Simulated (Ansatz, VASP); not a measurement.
# SbP in two plane-wave programs

One calculation is typed for both programs; each brings its own data sets. How far apart do they land? The cell is generated by rule, not measured, and may not be a known phase. The cell is taken from a series of runs on this material, whose earlier steps may have relaxed, scaled, displaced or heated it; both programs get it as it stands. Other levels of theory on this material are compared in a session of their own.

Main program and level: Ansatz 0.2.0; plane waves, with VASP 6.6.1 beside it; zone-centre phonons at LDA.

The structure was built from a prototype and need not be the compound's stable phase.

## 1. The starting structure

Symmetry: Fm-3m, No. 225, cubic system. Conventional cell: a = 5.527 Å, b = 5.527 Å, c = 5.527 Å, α = 90.00°, β = 90.00°, γ = 90.00°. Nearest to Sb lie 6 P at 2.76 Å. Nearest to P lie 6 Sb at 2.76 Å. Farther neighbours are not listed.

As a file:

```
Sb P
1.0
    -1.95423    1.95423    2.76370
     1.95423   -1.95423    2.76370
     1.95423    1.95423   -2.76370
Sb P
1 1
Direct
  0.50000 0.50000 0.00000
  0.00000 0.00000 0.00000
```

## 2. VASP: zone-centre phonons, LDA

Second derivatives magnify differences that forces hide, and they need a tight electronic threshold.

Lines of VASP's logs that name or quote its potential files are left out, and so is its time.

Contents of INCAR:

```
SYSTEM = SbP
PREC = Accurate
ENCUT = 500
EDIFF = 1E-08
NELM = 120
ISMEAR = 1
SIGMA = 0.15
LREAL = .FALSE.
ALGO = Normal
GGA = CA
NBANDS = 11
LORBIT = 11
LWAVE = .FALSE.
LCHARG = .FALSE.
ISIF = 2
IBRION = 8
LASPH = .TRUE.
GGA_COMPAT = .FALSE.
KPAR = 2
```

Contents of POSCAR:

```
SbP
1.0
   -1.9542260941      1.9542260941      2.7636965207
    1.9542260941     -1.9542260941      2.7636965207
    1.9542260941      1.9542260941     -2.7636965207
Sb P
1 1
Direct
    0.5000000000      0.5000000000      0.0000000000
    0.0000000000      0.0000000000      0.0000000000
```

Contents of KPOINTS:

```
Automatic mesh
0
Gamma
14 14 14
0 0 0
```

The projector-augmented-wave data sets are Sb and P (LDA family, release 64).

The run is started by

```console
> mpirun -np 2 vasp_std
```

Numbers of over 12 decimals in the logs are rounded to 6 here.

The log of the run:

```text
[banner, memory and clock lines left out]
running    2 mpi-ranks, on    1 nodes
 distrk:  each k-point on    1 cores,    2 groups
 distr:  one band on    1 cores,    1 groups

 POSCAR found type information on POSCAR SbP
 POSCAR found :  2 types and       2 ions
 LDA part: xc-table for (Slater(with rela. corr.)+CA(PZ))
 , standard interpolation
 POSCAR, INCAR and KPOINTS ok, starting setup
 FFT: planning ... GRIDC
 FFT: planning ... GRID_SOFT
 FFT: planning ... GRID
 WAVECAR not read
 entering main loop
       N       E                     dE             d eps       ncg     rms          rms(c)
DAV:   1     0.240120923357E+02    0.24012E+02   -0.37772E+03  2288   0.704E+02
DAV:   2    -0.943058013708E+01   -0.33443E+02   -0.32488E+02  3364   0.111E+02
DAV:   3    -0.108464840813E+02   -0.14159E+01   -0.14042E+01  2743   0.233E+01
DAV:   4    -0.108583260707E+02   -0.11842E-01   -0.11839E-01  2686   0.256E+00
DAV:   5    -0.108584506902E+02   -0.12462E-03   -0.12462E-03  2848   0.271E-01    0.459E+00
DAV:   6    -0.106922670050E+02    0.16618E+00   -0.62164E-01  2519   0.297E+00    0.281E+00
DAV:   7    -0.106869062642E+02    0.53607E-02   -0.58591E-02  2753   0.123E+00    0.124E+00
DAV:   8    -0.106841895919E+02    0.27167E-02   -0.56816E-03  2489   0.378E-01    0.168E-01
DAV:   9    -0.106839784261E+02    0.21117E-03   -0.11137E-03  2592   0.161E-01    0.554E-02
DAV:  10    -0.106839838442E+02   -0.54181E-05   -0.52010E-05  2716   0.502E-02    0.234E-02
DAV:  11    -0.106839835935E+02    0.25071E-06   -0.92669E-06  2600   0.153E-02    0.735E-03
DAV:  12    -0.106839835965E+02   -0.30233E-08   -0.60454E-07  2588   0.451E-03    0.327E-03
DAV:  13    -0.106839835984E+02   -0.18455E-08   -0.46837E-08  2423   0.115E-03
   1 F= -.10683984E+02 E0= -.10684355E+02  d E =0.111274E-02
 Linear response reoptimize wavefunctions to high precision
DAV:   1    -0.106839835969E+02    0.14896E-08   -0.36232E-09  2447   0.366E-04
DAV:   2    -0.106839835969E+02   -0.26489E-10   -0.24121E-10  1504   0.110E-04
 Linear response DOF=           2
 Linear response progress:
  Degree of freedom:   1/  2
       N       E                     dE             d eps       ncg     rms          rms(c)
RMM:   1    -0.244496215267E-01   -0.24450E-01   -0.38301E-03 19758   0.130E+00
RMM:   2    -0.233733789019E-01    0.10762E-02   -0.19932E-03 15320   0.294E-01    0.921E-02
RMM:   3    -0.232746680348E-01    0.98711E-04   -0.39792E-05 15487   0.429E-02    0.529E-02
RMM:   4    -0.232712272325E-01    0.34408E-05   -0.37272E-05 15323   0.266E-02    0.409E-03
RMM:   5    -0.232856810776E-01   -0.14454E-04    0.11100E-05 16360   0.519E-03    0.939E-04
RMM:   6    -0.232881382791E-01   -0.24572E-05   -0.30313E-06 15858   0.115E-03    0.327E-04
RMM:   7    -0.232875872798E-01    0.55100E-06    0.25513E-07 16571   0.249E-04    0.105E-04
RMM:   8    -0.232874448661E-01    0.14241E-06    0.14833E-07 16651   0.764E-05    0.119E-05
RMM:   9    -0.232873792761E-01    0.65590E-07    0.24093E-07 17824   0.286E-05    0.268E-06
RMM:  10    -0.232873837666E-01   -0.44905E-08    0.19009E-07 20826   0.155E-05    0.123E-06
RMM:  11    -0.232873838723E-01   -0.10569E-09    0.21646E-07 21030   0.132E-05    0.133E-07
RMM:  12    -0.232873844898E-01   -0.61755E-09    0.18613E-07 19430   0.126E-05    0.352E-08
 first order change of Fermi-energy  -0.78918E-04
 force on displaced ion       1 direction 1 :   2.371   0.000  -0.000
 Linear response progress:
  Degree of freedom:   2/  2
       N       E                     dE             d eps       ncg     rms          rms(c)
RMM:   1    -0.488661458397E-01   -0.48866E-01    0.24275E-02 22230   0.144E+00
RMM:   2    -0.476584804998E-01    0.12077E-02   -0.18253E-03 14671   0.270E-01    0.108E-01
RMM:   3    -0.478353781250E-01   -0.17690E-03   -0.79250E-05 15205   0.532E-02    0.577E-02
RMM:   4    -0.481847883878E-01   -0.34941E-03   -0.59785E-05 15341   0.371E-02    0.757E-03
RMM:   5    -0.481876649886E-01   -0.28766E-05   -0.10684E-05 16492   0.857E-03    0.434E-03
RMM:   6    -0.481804119536E-01    0.72530E-05   -0.22482E-06 15993   0.153E-03    0.265E-03
RMM:   7    -0.481797471266E-01    0.66483E-06   -0.66218E-07 16161   0.508E-04    0.313E-04
RMM:   8    -0.481800640121E-01   -0.31689E-06   -0.14829E-07 16746   0.117E-04    0.153E-04
RMM:   9    -0.481799060568E-01    0.15796E-06   -0.10419E-07 17519   0.487E-05    0.999E-06
RMM:  10    -0.481799290664E-01   -0.23010E-07   -0.12703E-07 20464   0.240E-05    0.191E-06
RMM:  11    -0.481799177668E-01    0.11300E-07   -0.10445E-07 21554   0.189E-05    0.241E-07
RMM:  12    -0.481799203048E-01   -0.25380E-08   -0.93484E-08 20173   0.179E-05    0.109E-07
 first order change of Fermi-energy   0.22941E-03
 force on displaced ion       2 direction 1 :   2.370   0.000  -0.000
 Linear response finished
```

Parts of OUTCAR (step 2):

```text
ion  position               nearest neighbor table
   1  0.500  0.500  0.000-   2 2.76   2 2.76   2 2.76   2 2.76   2 2.76   2 2.76
   2  0.000  0.000  0.000-   1 2.76   1 2.76   1 2.76   1 2.76   1 2.76   1 2.76

  LATTYP: Found a face centered cubic cell.
 ALAT       =     5.5273895669

 Subroutine GETGRP returns: Found 48 space group operations
 (whereof 48 operations were pure point group operations)

The static configuration has the point symmetry O_h .

 Found    104 irreducible k-points:

   k-points           NKPTS =    104   k-points in BZ     NKDIM =    104   number of bands    NBANDS=     11

   dimension x,y,z NGX =    30 NGY =   30 NGZ =   30
   dimension x,y,z NGXF=    60 NGYF=   60 NGZF=   60

   ENCUT  =  500.0 eV  36.75 Ry    6.06 a.u.   7.13  7.13  7.13*2*pi/ulx,y,z

   NELECT =      10.0000    total number of electrons

 k-points in reciprocal lattice and weights: Automatic mesh
   0.00000000  0.00000000  0.00000000       0.000
   0.07142857 -0.00000000  0.00000000       0.003
   0.14285714  0.00000000 -0.00000000       0.003
   0.21428571  0.00000000  0.00000000       0.003
   0.28571429 -0.00000000  0.00000000       0.003
   0.35714286 -0.00000000  0.00000000       0.003
   0.42857143  0.00000000  0.00000000       0.003
   0.50000000 -0.00000000  0.00000000       0.001
   0.07142857  0.07142857  0.00000000       0.004
[...]
0.28571429  0.21428571  0.21428571       0.009
   0.28571429  0.28571429  0.21428571       0.004

 average (electrostatic) potential at core
       1 -85.4343       2 -81.3867

  Total        0.0497515      0.0497515      0.0497516     -0.0000000     -0.0000000      0.0000000
  in kB        1.8880635      1.8880635      1.8880683     -0.0000000     -0.0000000      0.0000000
  external PRESSURE =       1.8880651 kB  Pullay stress =       0.0000000 kB

  energy-cutoff  :      500.00
  volume of cell :       42.22
      direct lattice vectors                 reciprocal lattice vectors
    -1.954226094  1.954226094  2.763696521     0.000000000  0.255855759  0.180917115
     1.954226094 -1.954226094  2.763696521     0.255855759  0.000000000  0.180917115
     1.954226094  1.954226094 -2.763696521     0.255855759  0.255855759  0.000000000

 POSITION                                       TOTAL-FORCE (eV/Angst)
 -----------------------------------------------------------------------------------
      0.00000      0.00000      2.76370         0.000000      0.000000     -0.000000
      0.00000      0.00000      0.00000        -0.000000     -0.000000      0.000000
 -----------------------------------------------------------------------------------
    total drift:                                0.000000      0.000000      0.000000

 Eigenvectors and eigenvalues of the dynamical matrix
 ----------------------------------------------------

   1 f  =    0.000044 THz     0.000274 2PiTHz    0.001453 cm-1     0.000180 meV
             X         Y         Z           dx          dy          dz
      0.000000  0.000000  2.763697     0.000000    0.000000   -0.892851
      0.000000  0.000000  0.000000     0.000000    0.000000   -0.450353

   2 f  =    0.000044 THz     0.000274 2PiTHz    0.001453 cm-1     0.000180 meV
             X         Y         Z           dx          dy          dz
      0.000000  0.000000  2.763697     0.000000    0.892851    0.000000
      0.000000  0.000000  0.000000     0.000000    0.450353    0.000000

   3 f  =    0.000044 THz     0.000274 2PiTHz    0.001453 cm-1     0.000180 meV
             X         Y         Z           dx          dy          dz
      0.000000  0.000000  2.763697    -0.892851    0.000000    0.000000
      0.000000  0.000000  0.000000    -0.450353    0.000000    0.000000

   4 f/i=    4.843860 THz    30.434868 2PiTHz  161.573765 cm-1    20.032585 meV
             X         Y         Z           dx          dy          dz
      0.000000  0.000000  2.763697    -0.450353    0.000000    0.000000
      0.000000  0.000000  0.000000     0.892851    0.000000    0.000000

   5 f/i=    4.843860 THz    30.434868 2PiTHz  161.573765 cm-1    20.032585 meV
             X         Y         Z           dx          dy          dz
      0.000000  0.000000  2.763697     0.000000    0.450353    0.000000
      0.000000  0.000000  0.000000     0.000000   -0.892851    0.000000

   6 f/i=    4.843866 THz    30.434906 2PiTHz  161.573968 cm-1    20.032610 meV
             X         Y         Z           dx          dy          dz
      0.000000  0.000000  2.763697     0.000000    0.000000   -0.450353
      0.000000  0.000000  0.000000     0.000000    0.000000    0.892851

 ELASTIC MODULI CONTR FROM IONIC RELAXATION (kBar)
 Direction    XX          YY          ZZ          XY          YZ          ZX
 --------------------------------------------------------------------------------
 XX           0.0000      0.0000      0.0000      0.0000      0.0000      0.0000
 YY           0.0000      0.0000      0.0000      0.0000      0.0000      0.0000
 ZZ           0.0000      0.0000      0.0000      0.0000      0.0000      0.0000
 XY           0.0000      0.0000      0.0000      0.0000      0.0000      0.0000
 YZ           0.0000      0.0000      0.0000      0.0000      0.0000      0.0000
 ZX           0.0000      0.0000      0.0000      0.0000      0.0000      0.0000
 --------------------------------------------------------------------------------
```

## 3. Ansatz: zone-centre phonons, LDA

Ansatz runs on its default PAW (the set named soft_2) files.

The same cell, functional (in two slightly different forms), mesh and smearing now go to Ansatz, which takes its cutoff from its data sets.

Contents of input.yaml:

```yaml
crystal:
  lattice:
    - [-1.9542260941, 1.9542260941, 2.7636965207]
    - [1.9542260941, -1.9542260941, 2.7636965207]
    - [1.9542260941, 1.9542260941, -2.7636965207]
  atoms:
    - { symbol: Sb, position: [0.5, 0.5, 0.0] }
    - { symbol: P, position: [0.0, 0.0, 0.0] }
kpoints:
  mp_grid: { grid: [14, 14, 14] }
hamiltonian:
  xc: lda
scf:
  occupations: { method: methfessel_paxton, width: 0.15 }
output:
  eigenvalues: true
phonons:
  method: dfpt
```

The run is started by

```console
> ansatz run input.yaml --threads 4 --pin off --max-ram 7168MiB --backend cpu --events-out ev --progress --plain --runs-dir out
```

The log of the run:

```text
Warning: crystal.lattice, of which some number shows no typed digit to judge by, misses the space group found at crystal.symmetry.tolerance 1.0e-5 by more than rounding, which is why this is a warning: the operation that it misses by the most changes a squared length by the fraction 2.51e-6, and from 1e-6 on that is taken for a strain and not for rounding. The run uses the lattice that is a stretch of the typed one,  [...]
Engine: ansatz 0.2.0, aarch64-unknown-linux-gnu
Pseudopotentials: kind: paw
Pseudopotential: Sb, paw, valence charge 15, recommended cutoff 420 eV (normal), Sb.paw.azcp
Pseudopotential: P, paw, valence charge 5, recommended cutoff 420 eV (normal), P.paw.azcp
Functional definition: SPW92
  exchange = slater_x
  correlation = pw_c
Crystal: 2 atoms, lattice volume = 42.218 Å³
Basis set: ecut = 420 eV, 869 PW (Γ), exchange–correlation on 54×54×54 points (8 copies of the dense FFT grid, shifted against one another)
Bands: 14, of which v1, the nominal top of the filled ones, is band 10 counted from 1 (9 counted from 0)
Symmetry: 48 space group operations
k-points: 244 of 2744 (irreducible under 8 space group operations, time reversal used)
Non-local potential: Sb, projectors of the file, l = 0: 2, l = 1: 2, l = 2: 2, l = 3: 2
Non-local potential: P, projectors of the file, l = 0: 2, l = 1: 2, l = 2: 2
PAW form: soft (Blöchl's): semilocal exchange-correlation on the pseudo side does not see the compensation charge
PAW frozen core: Sb, regenerated for the run's functional, and the local potential with it (the file was generated under x = pbe(κ = 0.804, μ = 0.219515), c = pbe(β = 0.066725))
PAW frozen core: P, regenerated for the run's functional, and the local potential with it (the file was generated under x = pbe(κ = 0.804, μ = 0.219515), c = pbe(β = 0.066725))
PAW one-centre angular grid: Sb, 590 points (default); XC on 64 Gauss nodes
PAW one-centre angular grid: P, 110 points (default); XC on 64 Gauss nodes
Initial density: superposition of atomic densities (neutral atoms: chi_scale 0, normalization atom), corrected by the library's trained network
Initial wavefunctions: pseudopotential atomic-orbital guess
Functional: x = slater, c = lda
SCF iter   1: F=—  HF=-7061.631781 eV  |F-HF|=—  |Δ(HF+E_count)|=         —  Δρ=6.92e-3  dr2=1.91e-2  ethr=1.77e-3  ⟨swp⟩=6.0  Hψ=20220  notcnv=0
preconditioner: auto → Kerker (q_TF=auto, 2.409 Å⁻¹)  [metal: Δε(μ)=0.028 eV  Ē_g=9.755 eV  σ=0.150 eV  W_gap=0.16  n_scr=14 (ndim 8)  ℏωp=18.1 eV  f_vac=0.000  D(μ)=0.59/eV (n_scr^D=0)]
SCF iter   2: F=—  HF=-7061.625736 eV  |F-HF|=—  |Δ(HF+E_count)|=   6.04e-3  S|Δr|=    0.00e0  Δρ=3.91e-3  dr2=5.44e-3  ethr=9.57e-5  ⟨swp⟩=1.6  Hψ=5739  notcnv=0
SCF iter   3: F=—  HF=-7061.623807 eV  |F-HF|=—  |Δ(HF+E_count)|=   1.93e-3  S|Δr|=    0.00e0  Δρ=5.76e-4  dr2=1.43e-4  ethr=2.72e-5  ⟨swp⟩=2.4  Hψ=5889  notcnv=0
SCF iter   4: F=—  HF=-7061.623738 eV  |F-HF|=—  |Δ(HF+E_count)|=   6.85e-5  S|Δr|=    0.00e0  Δρ=1.62e-4  dr2=1.35e-5  ethr=7.15e-7  ⟨swp⟩=2.0  Hψ=5862  notcnv=0
SCF iter   5: F=—  HF=-7061.623731 eV  |F-HF|=—  |Δ(HF+E_count)|=   7.02e-6  S|Δr|=    0.00e0  Δρ=8.01e-5  dr2=2.76e-6  ethr=6.73e-8  ⟨swp⟩=1.8  Hψ=3947  notcnv=0
SCF iter   6: F=—  HF=-7061.623730 eV  |F-HF|=—  |Δ(HF+E_count)|=   1.32e-6  S|Δr|=    0.00e0  Δρ=2.90e-5  dr2=1.89e-7  ethr=1.38e-8  ⟨swp⟩=2.1  Hψ=4764  notcnv=0
SCF iter   7: F=—  HF=-7061.623730 eV  |F-HF|=—  |Δ(HF+E_count)|=   5.49e-8  S|Δr|=    0.00e0  Δρ=2.80e-6  dr2=4.12e-9  ethr=9.43e-10  ⟨swp⟩=2.0  Hψ=5460  notcnv=0
SCF iter   8: F=—  HF=-7061.623730 eV  |F-HF|=—  |Δ(HF+E_count)|=  6.26e-10  S|Δr|=    0.00e0  Δρ=7.47e-7  dr2=1.64e-10  ethr=2.06e-11  ⟨swp⟩=2.6  Hψ=5844  notcnv=0
SCF iter   9: F=-7061.623730 eV  HF=-7061.623730 eV  |F-HF|=3.64e-12  |Δ(HF+E_count)|=  4.91e-11  S|Δr|=    0.00e0  Δρ=1.27e-7  dr2=5.03e-12  ethr=1.00e-12  ⟨swp⟩=6.8  Hψ=20992  notcnv=0
SCF 1 converged in 9 iterations: F = -7061.623730 eV  dr2 = 5.03e-12
  greatest PAW one-centre occupation: 0.998 electrons in one spin orbital (limit 2), on the Sb atom at site 0 (counted from 0), in its partial waves of l = 2
DFPT response loops at Γ: preconditioner auto → Kerker (q_TF=auto, 2.409 Å⁻¹) (partly filled bands, converged f_vac=0.000); β = 1.00, the filter's whole step (`scf.mixing.beta` (0.50) is not read by the response loops under this deck's `scf.mixing.preconditioner`; to damp them name `kerker` or `kerker_dos`, under which they read `scf.mixing.beta`, and type it under 1.00, their step now; both keys bind the ground state too); Broyden in place of MSR1
SCF converged after 9 iterations
Stability not checked: this state was not tested for a lower state beside it, because cold or Methfessel-Paxton smearing, or corrected tetrahedra, fill the levels in a way that the test cannot read (fill_not_monotonic; see scf.lower_state_search)
Free energy (F): -7061.623730 eV
Harris-Foulkes:  -7061.623730 eV  (|F-HF|=3.64e-12)
Internal energy: -7061.624818 eV  (E = F + TS)
E sigma→0 (E₀):  -7061.624002 eV
Entropy (-TS):   0.001088 eV (0.544 meV/atom)
Fermi energy:    10.900837 eV
--- Per-component energies (eV) ---
  E_band       = -134.720927
  E_kinetic    = 279.511277
  E_local      = -1588.978331  (includes V_loc(G=0)·N_el)
  E_nonlocal   = 401.696778
  E_hartree    = 717.756824
  E_xc         = -199.907478
  E_vxc        = -159.329115  (∫ρ·V_xc dr)
  E_paw        = -4966.433167  (= ΣΔE_a)
  E_vpaw       = -503.135101  (= ΣTr[D̂ρ^β])
  E_aug_tail   = 0.000001  (compensation charges beyond the density's cutoff)
  E_ewald      = -1705.946895
  E_core_change = 0.676175  (= ΣΔE_core)
  E_smearing   = 0.001088  (= −TS)
  E_closure    = -0.000000  (closes the sum)
  Σ components = -7061.623730   (vs F -7061.623730, Δ=0.00e0)
--- Band table (eV; the first three rows and the last of 244) ---
  k-point 0: bands = [... 6 lower, 7.1982, 8.8169, 8.8169, 8.8169, 15.0498, 15.0498, 15.0498, 15.8629]
  k-point 1: bands = [... 6 lower, 6.5385, 8.6454, 8.6454, 9.6523, 13.7823, 15.0060, 15.0060, 15.4698]
  k-point 2: bands = [... 6 lower, 5.5936, 8.2173, 8.2173, 10.9287, 11.8900, 14.7273, 15.1156, 15.1156]
  k-point 243: bands = [... 6 lower, 3.3854, 3.8592, 6.4852, 6.4852, 12.6378, 17.1255, 17.1255, 18.7364]
--- Phonons (Γ-DFPT): 2 representative perturbations + reference, on 244 of 2744 k-points (Σ response iterations 5) ---
  k mesh reduced under 8 symmetry operations, with k and −k counted as one. Each operation leaves every solved perturbation unchanged. A smaller set is not used because it would not reduce the number of displacements times k-points to solve
  ASR residual: 2.513e-5 → 0.000e0 eV/Å²; symmetrization residual: 3.296e-6 eV/Å²
  ASR residual per site (eV/Å²): 4.81e-6 2.51e-5
  Γ frequencies (cm⁻¹): -169.26 -169.26 -169.26 0.00 0.00 0.00
  non-analytic LO–TO correction: not included (Born effective charges unavailable; polar crystals: no LO–TO splitting at Γ)
```

## 4. Side by side

Known differences besides the potentials themselves: the two LDA forms differ slightly; the data sets hold 20 valence electrons in Ansatz (on its default PAW (the set named soft_2) files) and 10 in VASP; the cutoff is 420 eV in Ansatz and 500 eV in VASP; VASP's log shows a relativistic correction to its local exchange, Ansatz's none. Total energies have different zeros and are not compared.

The two programs side by side:

```csv
quantity,Ansatz,VASP,difference
"optical mode 1 to 3 (imaginary, printed as negative) (cm⁻¹)",-169.3,-161.6,-7.7
```

Modes are paired by rising frequency, not by their patterns, so a pair may set unlike modes beside each other; they are those without the splitting of longitudinal modes.

## 5. Outcome

```
r.m.s. difference of the optical zone-centre modes, each program's sorted by frequency (zone-centre phonons, LDA) : 7.7 cm⁻¹
```

**Reading.** The r.m.s. difference of the optical zone-centre modes, each program's sorted by frequency is 7.7 cm⁻¹ (zone-centre phonons, LDA). The data sets hold unlike numbers of valence electrons (20 in Ansatz and 10 in VASP), so part of the differences comes from the potentials. 5 further runs of this series are not shown here. Such differences can come from data sets, numerical settings and the points named under the comparisons, not from the functional's error against experiment.

[Lines on the potential files, build, host, timing and source positions are cut from VASP's logs without a mark.]

[Logs are printed without paths, hosts, clocks, repeated set-up lines and the standing remarks that a program may print on its own settings, such as how far it seeks lower states.]

[Hosts, paths, dates, database ids (printed as entryN), source tags and the programs' standing remarks are cut or masked in the printed files.]
